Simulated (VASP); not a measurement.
Here is the system:

```xyz
2
Lattice="1.4664 -2.5399 0.0000 1.4664 2.5399 0.0000 0.0000 0.0000 5.5159" Properties=species:S:1:pos:R:3 pbc="T T T"
Cd     1.4664     0.8466     1.3790
Cd     1.4664    -0.8466     4.1370
```

These are PBE GGA with D3 dispersion (zero damping), VASP's PBE PAW potentials (set 64) (plane waves; VASP) values and carry that method's errors. Settings: 520 eV cut-off, 14×14×7 Γ-centred mesh, first-order Methfessel-Paxton smearing of 0.10 eV, potentials Cd.

Task: The ions and cell shape at fixed volume are relaxed. What does this cell relax into?

Result: 
```xyz
2
Lattice="1.5019 -2.6014 0.0000 1.5019 2.6014 0.0000 0.0000 0.0000 5.2579" Properties=species:S:1:pos:R:3 pbc="T T T"
Cd     1.5019     0.8671     1.3145
Cd     1.5019    -0.8671     3.9434
```
Space group P6_3/mmc (194), at a tolerance of 0.03 Å.

Task: How much energy does the relaxation gain?

Result: The energy (σ→0) changes by -7.0 meV/atom, in 8 ionic steps.

| step | E(σ→0) (eV) | max force (eV/Å) | pressure (GPa) | volume (Å³) |
|---|---|---|---|---|
| 1 | -2.1119 | 0.000 | 4.00 | 41.09 |
| 2 | -2.1168 | 0.000 | 3.69 | 41.09 |
| 3 | -2.1243 | 0.000 | 2.94 | 41.09 |
| 4 | -2.1173 | 0.000 | 2.78 | 41.09 |
| 5 | -2.1218 | 0.000 | 2.79 | 41.09 |
| 6 | -2.1259 | 0.000 | 2.85 | 41.09 |
| 7 | -2.1260 | 0.000 | 2.86 | 41.09 |
| 8 | -2.1260 | 0.000 | 2.87 | 41.09 |

The compound is Cd in the hcp structure. This cell is one point of a volume scan, at 0.94 of the reference volume. Symmetry was kept, so distortions that lower it aren't found.
